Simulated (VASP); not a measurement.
Write the native input for VASP 6.6.1 that does the following.

- Task: band structure
- Functional: TPSS
- Potentials or basis: VASP PAW PBE potentials, release 64 (Mn_pv, Si, Se)
- Cutoff: 520 eV
- k mesh: 5 × 5 × 5
- Occupations: fermi-dirac, width 0.05 eV
- Spin: collinear spin, ferromagnetic start
- Starting moments: [4.0, 0.0, 0.0, 0.0, 0.0] μB
- Further INCAR settings: ALGO = Normal; EDIFF = 1e-07; NBANDS = 30

The structure of MnSiSe3 lies in POSCAR:

```
MnSiSe3
1.0
    4.8341200000      0.0000000000      0.0000000000
    0.0000000000      4.8341200000      0.0000000000
    0.0000000000      0.0000000000      4.8341200000
Mn Si Se
1 1 3
Direct
    0.0000000000      0.0000000000      0.0000000000
    0.5000000000      0.5000000000      0.5000000000
    0.0000000000      0.5000000000      0.5000000000
    0.5000000000      0.0000000000      0.5000000000
    0.5000000000      0.5000000000      0.0000000000
```

The cell was built by a generator and needn't be a form met in nature.

These files were run (other wordings do the same):

INCAR

```
SYSTEM = MnSiSe3
PREC = Accurate
ENCUT = 520
EDIFF = 1E-7
ISMEAR = -1
SIGMA = 0.05
LREAL = .False.
LASPH = .True.
NELM = 150
ALGO = Normal
ISIF = 2
LWAVE = .False.
LCHARG = .False.
ISPIN = 2
MAGMOM = 4 0 0 0 0
LORBIT = 11
LMAXMIX = 4
METAGGA = TPSS
LMIXTAU = .True.
NBANDS = 30
```

KPOINTS

```
regular mesh
0
Gamma
  5 5 5
  0 0 0
```

KPOINTS_OPT

```
path GXMGRX,MR
10
line-mode
reciprocal
 0.0000000000  0.0000000000  0.0000000000  G
 0.0000000000  0.5000000000  0.0000000000  X

 0.0000000000  0.5000000000  0.0000000000  X
 0.5000000000  0.5000000000  0.0000000000  M

 0.5000000000  0.5000000000  0.0000000000  M
 0.0000000000  0.0000000000  0.0000000000  G

 0.0000000000  0.0000000000  0.0000000000  G
 0.5000000000  0.5000000000  0.5000000000  R

 0.5000000000  0.5000000000  0.5000000000  R
 0.0000000000  0.5000000000  0.0000000000  X

 0.5000000000  0.5000000000  0.0000000000  M
 0.5000000000  0.5000000000  0.5000000000  R
```

Potentials or basis: VASP PAW PBE potentials, release 64 (Mn_pv, Si, Se).

The run is started by

```sh
$ cat potpaw_PBE.64/Mn_pv/POTCAR potpaw_PBE.64/Si/POTCAR potpaw_PBE.64/Se/POTCAR > POTCAR
$ mpirun -np 1 vasp_std > vasp.out
```

Results of the run:

The pressure is -1.0 GPa and the band gap along the path is none (metal or under the smearing width). The net moment is 5.26 μB per cell, the site moments are Mn +4.56; Si +0.06; Se +0.05 μB and the valence electrons inside the program's atomic spheres are Mn 11.11; Si 1.52; Se 3.82.

Caveat: the PAW data sets were made with another functional, which shifts forces and pressure a little; a cell with one magnetic atom can't hold antiferromagnetic order, which such compounds often take; semilocal functionals often make such compounds metallic where correlation or magnetic order opens a gap, which also shifts bond lengths.

Wall time 7.2 min on 1 thread of Intel(R) Xeon(R) Platinum 8488C (Sapphire Rapids), with other jobs on the host, peak memory 0.29 GiB.
